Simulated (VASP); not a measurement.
# Driving VASP from ASE on ZnO (zincite)

Do ASE scripts that read ZnO (zincite) from different structure formats give one answer, and do several routes find one equilibrium volume? All runs use r2SCAN. Left out of this account: 1 further run (fields: a reference on another mesh). The start is a cell from a database of measured crystal structures.

Program: VASP 6.6.1. Level of theory: r2SCAN; plane waves and PAW (Zn, O). Results are calculated unless marked as measured.

Report form: the programs' logs are mostly left out.

**1. Starting point**

Symmetry: P6_3mc, No. 186, hexagonal system. The conventional cell has a = 3.249 Å, b = 3.249 Å, c = 5.206 Å, α = 90.00°, β = 90.00°, γ = 120.00°. Nearest to Zn lie 4 O at 1.97 to 1.98 Å. Nearest to O lie 4 Zn at 1.97 to 1.98 Å. Farther neighbours and most contacts between anions are not listed.

**2. Self-consistent run (r2SCAN, through ASE)**

A single point through ASE, with the structure read from an extended xyz file.

File run.py:

```python
import numpy as np
from ase.calculators.vasp import Vasp
from ase.io import read
from ase.dft.bandgap import bandgap

atoms = read('ZnO.xyz')

calc = Vasp(
    xc='r2scan',
    pp='PBE',
    prec='Accurate',
    encut=520,
    ediff=1e-06,
    nelm=100,
    ismear=-1,
    sigma=0.05,
    lreal=False,
    algo='Normal',
    lasph=True,
    nbands=24,
    lorbit=11,
    lwave=False,
    lcharg=False,
    kpar=4,
    isif=2,
    pp_version='64',
    setups={'Zn': '', 'O': ''},
    kpts=(8, 8, 5),
    gamma=True,
    txt='vasp.out',
)
atoms.calc = calc

print("energy (eV):", round(atoms.get_potential_energy(), 6))
print("Fermi level (eV):", round(calc.get_fermi_level(), 4))
print("forces (eV/A):")
print(np.round(atoms.get_forces(), 4))
print("stress (GPa, Voigt, tension positive):", np.round(atoms.get_stress() * 160.21766, 3))
gap, p1, p2 = bandgap(calc, direct=False)
print("gap on the mesh (eV):", round(gap, 4))
```

File ZnO.xyz:

```xyz
4
Lattice="3.2493080000 0.0000000000 0.0000000000 -1.6246540000 2.8139832727 0.0000000000 0.0000000000 0.0000000000 5.2057090000" Properties=species:S:1:pos:R:3 pbc="T T T"
Zn    -0.0000000002      1.8759888486      2.6028545000
Zn     1.6246540002      0.9379944241      0.0000000000
O      1.6246540002      0.9379944241      1.9730157681
O     -0.0000000002      1.8759888486      4.5758702681
```

PAW data sets: Zn and O (PBE family, release 64).

Started as:

```
$ export ASE_VASP_COMMAND="mpirun -np 4 vasp_std"
$ python run.py
```

Run time: 29 s. Hardware: 4 MPI ranks of Intel Xeon Platinum 8259CL at 2.50GHz (Skylake/Cascade Lake), shared host; peak memory 0.68 GiB.

The gap is read on the k-mesh alone, so it is an upper bound where the band edges lie off the mesh. The PAW data sets were made with PBE, which is usual practice but a small mismatch for other functionals.

This step gave:

| Property | Result |
| --- | --- |
| SCF cycles | 17 |
| electrons | 36 |
| bands | 24 |
| irreducible k-points | 30 |
| symmetry operations | 12 |
| free energy (TOTEN) | -36.32 eV |
| Fermi energy | 1.493 eV |
| pressure | -0.1136 GPa |
| metallic | no |
| valence top at k | 0, 0, 0 |
| conduction bottom at k | 0, 0, 0 |
| least direct gap at k | 0, 0, 0 |
| gap on the k-mesh | 1.231 eV |
| least direct gap on the k-mesh | 1.231 eV |

Force by atom:

| atom | x (eV/Å) | y (eV/Å) | z (eV/Å) | size |
| --- | --- | --- | --- | --- |
| Zn1 | 0.0000 | 0.0000 | -0.0860 | 0.0860 |
| Zn2 | 0.0000 | 0.0000 | -0.0860 | 0.0860 |
| O3 | 0.0000 | 0.0000 | 0.0860 | 0.0860 |
| O4 | 0.0000 | 0.0000 | 0.0860 | 0.0860 |

The pressure is -0.11 GPa and the largest force 0.086 eV/Å, so the cell is not at a minimum at these settings.

**3. Self-consistent run (r2SCAN, through ASE), try 2**

The single point through ASE, with the structure read from a CIF with its space group. The mesh changes to 9×9×5, so this is no clean test of the format.

run.py: that of step 2 with these lines changed.

```diff
@@ -5,3 +5,3 @@
 
-atoms = read('ZnO.xyz')
+atoms = read('ZnO.cif')
 
@@ -27,3 +27,3 @@
     setups={'Zn': '', 'O': ''},
-    kpts=(8, 8, 5),
+    kpts=(9, 9, 5),
     gamma=True,
```

File ZnO.cif:

```cif
data_ZnO
_cell_length_a 3.24930800
_cell_length_b 3.24930800
_cell_length_c 5.20570900
_cell_angle_alpha 90.00000000
_cell_angle_beta 90.00000000
_cell_angle_gamma 120.00000000
_space_group_name_H-M_alt 'P6_3mc'
_space_group_name_Hall 'P 6c -2c'
_space_group_IT_number 186
loop_
_space_group_symop_operation_xyz
'x,y,z'
'x-y,x,z+1/2'
'-y,x-y,z'
'-x,-y,z+1/2'
'-x+y,-x,z'
'y,-x+y,z+1/2'
'y,x,z+1/2'
'x,x-y,z'
'x-y,-y,z+1/2'
'-y,-x,z'
'-x,-x+y,z+1/2'
'-x+y,y,z'
loop_
_atom_site_label
_atom_site_type_symbol
_atom_site_symmetry_multiplicity
_atom_site_Wyckoff_symbol
_atom_site_fract_x
_atom_site_fract_y
_atom_site_fract_z
_atom_site_occupancy
Zn1 Zn 2 b 0.3333333333 0.6666666667 0.5000000000 1
O1 O 2 b 0.6666666667 0.3333333333 0.3790100000 1
```

Wall time 32 s (4 MPI ranks); peak memory 0.7 GiB; 2 min of CPU time.

Numbers from this step:

```yaml
irreducible_k_points: 36
fermi_energy: 1.497 eV
pressure: -0.1129 GPa
```

Force by atom:

| atom | x (eV/Å) | y (eV/Å) | z (eV/Å) | size |
| --- | --- | --- | --- | --- |
| Zn1 | 0.0000 | 0.0000 | -0.0861 | 0.0861 |
| Zn2 | 0.0000 | 0.0000 | -0.0861 | 0.0861 |
| O3 | 0.0000 | 0.0000 | 0.0861 | 0.0861 |
| O4 | 0.0000 | 0.0000 | 0.0861 | 0.0861 |

The energy lies -0.02 meV an atom from the first script, on another mesh.

**4. Relaxing cell and atoms (r2SCAN, through ASE)**

Properties are meant for the cell that this level of theory prefers, so cell and atoms are relaxed first (ISIF = 3) until forces and stress are small; EDIFFG sets the threshold.

File run.py:

```python
import numpy as np
from ase.calculators.vasp import Vasp
from ase import Atoms

atoms = Atoms(['Zn', 'Zn', 'O', 'O'],
              cell=[[3.249308, 0.0, 0.0], [-1.624654, 2.81398327, 0.0], [0.0, 0.0, 5.205709]],
              scaled_positions=[[0.33333333, 0.66666667, 0.5], [0.66666667, 0.33333333, 0.0], [0.66666667, 0.33333333, 0.37901], [0.33333333, 0.66666667, 0.87901]],
              pbc=True)

calc = Vasp(
    xc='r2scan',
    pp='PBE',
    prec='Accurate',
    encut=520,
    ediff=1e-06,
    nelm=100,
    ismear=-1,
    sigma=0.05,
    lreal=False,
    algo='Normal',
    lasph=True,
    nbands=24,
    lorbit=11,
    lwave=False,
    lcharg=False,
    kpar=4,
    ibrion=2,
    nsw=60,
    isif=3,
    ediffg=-0.01,
    pp_version='64',
    setups={'Zn': '', 'O': ''},
    kpts=(8, 8, 5),
    gamma=True,
    txt='vasp.out',
)
atoms.calc = calc

print("energy (eV):", round(atoms.get_potential_energy(), 6))
print("Fermi level (eV):", round(calc.get_fermi_level(), 4))
print("forces (eV/A):")
print(np.round(atoms.get_forces(), 4))
print("stress (GPa, Voigt, tension positive):", np.round(atoms.get_stress() * 160.21766, 3))
print("cell (A, degrees):", np.round(atoms.cell.cellpar(), 4))
print("volume (A^3):", round(atoms.get_volume(), 4))
print("positions:")
print(np.round(atoms.get_scaled_positions(), 5))
```

The job ended after 54 s (4 MPI ranks; peak memory 0.7 GiB).

The run keeps the 12 symmetry operations of its start, so it cannot find a distortion of lower symmetry.

The steps of the relaxation:

```csv
step,energy less that of the first step (eV),largest force (eV/Å),pressure (GPa),volume (Å³)
1,0.0000,0.0860,-0.11,47.60
2,-0.0013,0.0315,0.08,47.54
3,-0.0014,0.0037,0.04,47.55
```

| conventional cell, symmetrised | before | after | change |
| --- | --- | --- | --- |
| a (Å) | 3.249 | 3.243 | -0.2 % |
| b (Å) | 3.249 | 3.243 | -0.2 % |
| c (Å) | 5.206 | 5.221 | +0.3 % |
| volume (Å³/atom) | 11.90 | 11.89 | -0.1 % |

The relaxed structure:

```xyz
4
Lattice="3.2432 0.0000 0.0000 -1.6216 2.8087 0.0000 0.0000 0.0000 5.2206" Properties=species:S:1:pos:R:3 pbc="T T T"
Zn    0.0000    1.8724    2.6071
Zn    1.6216    0.9362   -0.0032
O     1.6216    0.9362    1.9818
O     0.0000    1.8724    4.5921
```

This step gave:

- irreducible k-points: 30
- Fermi energy: 1.505 eV
- pressure: 0.04088 GPa
- SCF cycles over all ionic steps: 29
- gap on the k-mesh: 1.224 eV
- least direct gap on the k-mesh: 1.224 eV

It ends with a largest force of 0.004 eV/Å and a pressure of 0.04 GPa.

**5. Equation of state by an ASE loop (r2SCAN)**

An ASE loop scales the volume and fits the energies, which gives the bulk modulus from energies alone.

File run.py:

```python
import numpy as np
from ase.calculators.vasp import Vasp
from ase.io import read
from ase.eos import EquationOfState
from ase.units import GPa

atoms = read('structure.vasp')

calc = Vasp(
    xc='r2scan',
    pp='PBE',
    prec='Accurate',
    encut=520,
    ediff=1e-06,
    nelm=100,
    ismear=-1,
    sigma=0.05,
    lreal=False,
    algo='Normal',
    lasph=True,
    nbands=24,
    lorbit=11,
    lwave=False,
    lcharg=False,
    kpar=4,
    isif=2,
    pp_version='64',
    setups={'Zn': '', 'O': ''},
    kpts=(8, 8, 5),
    gamma=True,
    txt='vasp.out',
)
atoms.calc = calc

cell, volumes, energies = atoms.get_cell(), [], []
for x in [0.94, 0.96, 0.98, 1.0, 1.02, 1.04, 1.06]:
    atoms.set_cell(cell * x ** (1 / 3), scale_atoms=True)
    volumes.append(atoms.get_volume())
    energies.append(atoms.get_potential_energy())
    print(f"{x:.2f}  V = {volumes[-1]:.4f} A^3  E = {energies[-1]:.6f} eV")
v0, e0, b0 = EquationOfState(volumes, energies, eos="birchmurnaghan").fit()
print(f"V0 = {v0:.4f} A^3  E0 = {e0:.6f} eV  B0 = {b0 / GPa:.2f} GPa")
```

File structure.vasp:

```
ZnO
1.0
    3.2493080000      0.0000000000      0.0000000000
   -1.6246540000      2.8139832727      0.0000000000
    0.0000000000      0.0000000000      5.2057090000
Zn O
2 2
Direct
    0.3333333333      0.6666666667      0.5000000000
    0.6666666667      0.3333333333      0.0000000000
    0.6666666667      0.3333333333      0.3790100000
    0.3333333333      0.6666666667      0.8790100000
```

Run time: 3.4 min. Hardware: 4 MPI ranks; peak memory 0.74 GiB; 13 min of CPU time.

Numbers from this step:

```
bulk modulus                  : 150.1 GPa
equilibrium volume of the fit : 11.89 Å³/atom
```

The fitted volume lies +0.02 % from the relaxed one.

**6. Relaxation driven by ASE (r2SCAN)**

Here ASE drives the relaxation and calls VASP for forces and stress at each step.

File run.py:

```python
import numpy as np
from ase.calculators.vasp import Vasp
from ase import Atoms
from ase.optimize import BFGS
from ase.filters import FrechetCellFilter

atoms = Atoms(['Zn', 'Zn', 'O', 'O'],
              cell=[[3.249308, 0.0, 0.0], [-1.624654, 2.81398327, 0.0], [0.0, 0.0, 5.205709]],
              scaled_positions=[[0.33333333, 0.66666667, 0.5], [0.66666667, 0.33333333, 0.0], [0.66666667, 0.33333333, 0.37901], [0.33333333, 0.66666667, 0.87901]],
              pbc=True)

calc = Vasp(
    xc='r2scan',
    pp='PBE',
    prec='Accurate',
    encut=520,
    ediff=1e-06,
    nelm=100,
    ismear=-1,
    sigma=0.05,
    lreal=False,
    algo='Normal',
    lasph=True,
    nbands=24,
    lorbit=11,
    lwave=False,
    lcharg=False,
    kpar=4,
    isif=2,
    pp_version='64',
    setups={'Zn': '', 'O': ''},
    kpts=(8, 8, 5),
    gamma=True,
    txt='vasp.out',
)
atoms.calc = calc

BFGS(FrechetCellFilter(atoms)).run(fmax=0.02, steps=30)
print("cell (A, degrees):", np.round(atoms.cell.cellpar(), 4))
print("volume (A^3):", round(atoms.get_volume(), 4))
print("energy (eV):", round(atoms.get_potential_energy(), 6))
print("Fermi level (eV):", round(calc.get_fermi_level(), 4))
print("forces (eV/A):")
print(np.round(atoms.get_forces(), 4))
print("stress (GPa, Voigt, tension positive):", np.round(atoms.get_stress() * 160.21766, 3))
```

Wall time 85 s (4 MPI ranks); peak memory 0.69 GiB; 5.5 min of CPU time.

Numbers from this step:

- optimizer steps: 2
- volume after bfgs: 11.89 Å³/atom

**7. The runs together**

```
                                                run  atoms   mesh  energy (eV/atom)  pressure (GPa)
      ASE, structure read from an extended xyz file      4  8×8×5          -9.07924          -0.114
ASE, structure read from a CIF with its space group      4  9×9×5          -9.07926          -0.113
```

**8. Self-consistent run (r2SCAN, through ASE), changed input**

A single point gives energy, forces and stress at these settings. Some settings are moved from the usual, to see what they do.

run.py: that of step 6 with these lines changed.

```diff
@@ -3,4 +3,3 @@
 from ase import Atoms
-from ase.optimize import BFGS
-from ase.filters import FrechetCellFilter
+from ase.dft.bandgap import bandgap
 
@@ -29,2 +28,3 @@
     isif=2,
+    nelect=35.5,
     pp_version='64',
@@ -37,5 +37,2 @@
 
-BFGS(FrechetCellFilter(atoms)).run(fmax=0.02, steps=30)
-print("cell (A, degrees):", np.round(atoms.cell.cellpar(), 4))
-print("volume (A^3):", round(atoms.get_volume(), 4))
 print("energy (eV):", round(atoms.get_potential_energy(), 6))
@@ -45 +42,3 @@
 print("stress (GPa, Voigt, tension positive):", np.round(atoms.get_stress() * 160.21766, 3))
+gap, p1, p2 = bandgap(calc, direct=False)
+print("gap on the mesh (eV):", round(gap, 4))
```

It took 25 s on 4 MPI ranks; peak memory 0.68 GiB.

The run converged; its settings lie outside those of the reference runs, so its numbers are set aside.

Settings moved from the usual: NELECT = 35.5.

NELECT differs from the neutral count, so the cell is charged against a uniform background: another system, not a numerical setting.

**9. Summary of results**

* energy, ASE, structure read from an extended xyz file: -9.07924 eV/atom
* energy, ASE, structure read from a CIF with its space group: -9.07926 eV/atom
* volume from VASP's own relaxation: 11.89 Å³/atom
* volume from the fit of the ASE volume loop: 11.89 Å³/atom
* volume from BFGS in ASE: 11.89 Å³/atom

What this shows: With the structure read from a CIF with its space group, ASE's run reproduces the energy of the first script. The routes to the equilibrium volume agree within 0.05 %. VASP's relaxation keeps the plane waves of its start, while ASE starts VASP afresh at each cell, and a loop at fixed shape can't relax anything but the volume.

[Lines on the potential files, build, host, timing and source positions are cut from VASP's logs without a mark.]

[Logs are printed without paths, hosts, clocks, repeated set-up lines and the standing remarks that a program may print on its own settings, such as how far it seeks lower states.]

[Hosts, paths, dates, database ids (printed as entryN), source tags and the programs' standing remarks are cut or masked in the printed files.]

[A measured line is paired with the nearest computed mode of its activity, which favours agreement.]
